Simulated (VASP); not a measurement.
## Pt: band structure with PBE

The system is Pt.

```
CELL_PARAMETERS angstrom
0.00000 1.98506 1.98506
1.98506 0.00000 1.98506
1.98506 1.98506 0.00000
ATOMIC_POSITIONS crystal
Pt 0.00000 0.00000 0.00000
```

- Program: VASP 6.6.1
- Task: band structure
- Functional: PBE
- Potentials or basis: VASP PAW PBE potentials, release 64 (Pt)
- Cutoff: 520 eV
- k mesh: 18 × 18 × 18
- Occupations: gaussian, width 0.1 eV
- Spin: no spin polarisation
- Further INCAR settings: ALGO = Normal; EDIFF = 1e-06; NBANDS = 11

```json
{"Pressure": "-0.5 GPa", "Band gap along the path": "none (metal or under the smearing width)"}
```

Levels at the corners of the path, in eV from the Fermi level:
| point | band 1 | band 2 | band 3 | band 4 | band 5 | band 6 | band 7 | band 8 | band 9 | band 10 |
| --- | --- | --- | --- | --- | --- | --- | --- | --- | --- | --- |
| Γ | -9.81 | -3.57 | -3.57 | -3.57 | -1.54 | -1.54 | 14.74 | 19.50 | 19.50 | 19.50 |
| X | -6.68 | -6.25 | -0.01 | 0.45 | 0.45 | 1.85 | 8.49 | 11.28 | 11.28 | 19.70 |
| X | -6.68 | -6.25 | -0.01 | 0.45 | 0.45 | 1.85 | 8.49 | 11.28 | 11.28 | 19.70 |
| W | -5.33 | -4.29 | -4.29 | -1.88 | 0.46 | 6.87 | 8.10 | 8.10 | 11.74 | 24.23 |
| W | -5.33 | -4.29 | -4.29 | -1.88 | 0.46 | 6.87 | 8.10 | 8.10 | 11.74 | 24.23 |
| K | -5.91 | -5.16 | -2.68 | -1.24 | -0.17 | 5.60 | 6.55 | 9.79 | 14.41 | 19.67 |
| K | -5.91 | -5.16 | -2.68 | -1.24 | -0.17 | 5.60 | 6.55 | 9.79 | 14.41 | 19.67 |
| Γ | -9.81 | -3.57 | -3.57 | -3.57 | -1.54 | -1.54 | 14.74 | 19.50 | 19.50 | 19.50 |
| Γ | -9.81 | -3.57 | -3.57 | -3.57 | -1.54 | -1.54 | 14.74 | 19.50 | 19.50 | 19.50 |
| L | -6.95 | -3.63 | -3.63 | -0.32 | 0.03 | 0.03 | 5.56 | 14.29 | 18.73 | 18.73 |
| L | -6.95 | -3.63 | -3.63 | -0.32 | 0.03 | 0.03 | 5.56 | 14.29 | 18.73 | 18.73 |
| U | -5.91 | -5.16 | -2.68 | -1.24 | -0.17 | 5.60 | 6.55 | 9.79 | 14.41 | 19.67 |
| U | -5.91 | -5.16 | -2.68 | -1.24 | -0.17 | 5.60 | 6.55 | 9.79 | 14.41 | 19.67 |
| W | -5.33 | -4.29 | -4.29 | -1.88 | 0.46 | 6.87 | 8.10 | 8.10 | 11.74 | 24.23 |
| W | -5.33 | -4.29 | -4.29 | -1.88 | 0.46 | 6.87 | 8.10 | 8.10 | 11.74 | 24.23 |
| L | -6.95 | -3.63 | -3.63 | -0.32 | 0.03 | 0.03 | 5.56 | 14.29 | 18.73 | 18.73 |
| L | -6.95 | -3.63 | -3.63 | -0.32 | 0.03 | 0.03 | 5.56 | 14.29 | 18.73 | 18.73 |
| K | -5.91 | -5.16 | -2.68 | -1.24 | -0.17 | 5.60 | 6.55 | 9.79 | 14.41 | 19.67 |
| U | -5.91 | -5.16 | -2.68 | -1.24 | -0.17 | 5.60 | 6.55 | 9.79 | 14.41 | 19.67 |
| X | -6.68 | -6.25 | -0.01 | 0.45 | 0.45 | 1.85 | 8.49 | 11.28 | 11.28 | 19.70 |

It took 31 s on 1 thread of Intel(R) Xeon(R) Platinum 8259CL CPU @ 2.50GHz (Skylake/Cascade Lake), with other jobs on the host, peak memory 0.18 GiB.

Caveat: spin-orbit coupling is left out, which moves the levels of the heavy elements.
